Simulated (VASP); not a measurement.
An input for Quantum ESPRESSO's pw.x (written as the equivalent of a VASP run, and not itself run):

```
&CONTROL
  calculation = 'vc-relax'
  pseudo_dir = './pseudo'
  outdir = './out'
  tprnfor = .true.
  tstress = .true.
  nstep = 40
  forc_conv_thr = 0.00078
/
&SYSTEM
  ibrav = 0
  nat = 2
  ntyp = 2
  ecutwfc = 84
  occupations = 'smearing'
  smearing = 'methfessel-paxton'
  degauss = 0.00735
  input_dft = 'pbesol'
/
&ELECTRONS
  conv_thr = 7.3e-08
  electron_maxstep = 100
/
&IONS
/
&CELL
  press = 50
/
ATOMIC_SPECIES
  Al 26.982 Al.upf
  As 74.922 As.upf
CELL_PARAMETERS angstrom
     0.0000000    2.5834013    2.5834013
     2.5834013    0.0000000    2.5834013
     2.5834013    2.5834013   -0.0000000
ATOMIC_POSITIONS crystal
  Al   0.0000000  0.0000000  0.0000000
  As   0.5000000  0.5000000  0.5000000
K_POINTS automatic
  12 12 12 0 0 0
```

### Question
Write the VASP files for the same calculation (PBEsol).

### Answer
Several could match; the one computed here: 
**INCAR**
```
# general
SYSTEM  = AlAs
PREC    = Accurate
ENCUT   = 500
LREAL   = .FALSE.   # projection in real space or not
LASPH   = .TRUE.   # aspherical one-centre terms

# electronic loop
EDIFF   = 1E-6   # SCF stop (eV)
NELM    = 100   # most electronic steps
ALGO    = Normal   # blocked Davidson
LMAXMIX = 4   # l cut-off of mixed one-centre charges

# smearing
ISMEAR  = 1
SIGMA   = 0.1   # width (eV)

# functional
GGA     = PS

# ions
IBRION  = 2   # conjugate gradients
NSW     = 40   # most ionic steps
ISIF    = 3   # ions, shape and volume
EDIFFG  = -0.02
PSTRESS = 50

# output
LWAVE   = .FALSE.
LCHARG  = .FALSE.
```

**POSCAR**
```
AlAs
1.0
  0.0000000000   2.5834013252   2.5834013252
  2.5834013252   0.0000000000   2.5834013252
  2.5834013252   2.5834013252   0.0000000000
Al As
1 1
direct
  0.0000000000   0.0000000000   0.0000000000
  0.5000000000   0.5000000000   0.5000000000
```

**KPOINTS**
```
K-points
0
Gamma
 12 12 12
0 0 0
```

POTCAR, in this order: Al As (PBE.64 set). Program: vasp_std.

What does not carry over: the potentials are each code's own (VASP's PAW set, PseudoDojo norm-conserving files in pw.x), so ENCUT and ecutwfc are chosen apart and not converted; conv_thr bounds pw.x's estimated SCF error, while EDIFF bounds the energy change between steps; forc_conv_thr acts on force components and is met together with etot_conv_thr.

The structure was generated: AlAs was put into the rock salt type (Fm-3m), which need not be its known phase. It was relaxed first under an external pressure of 5 GPa.
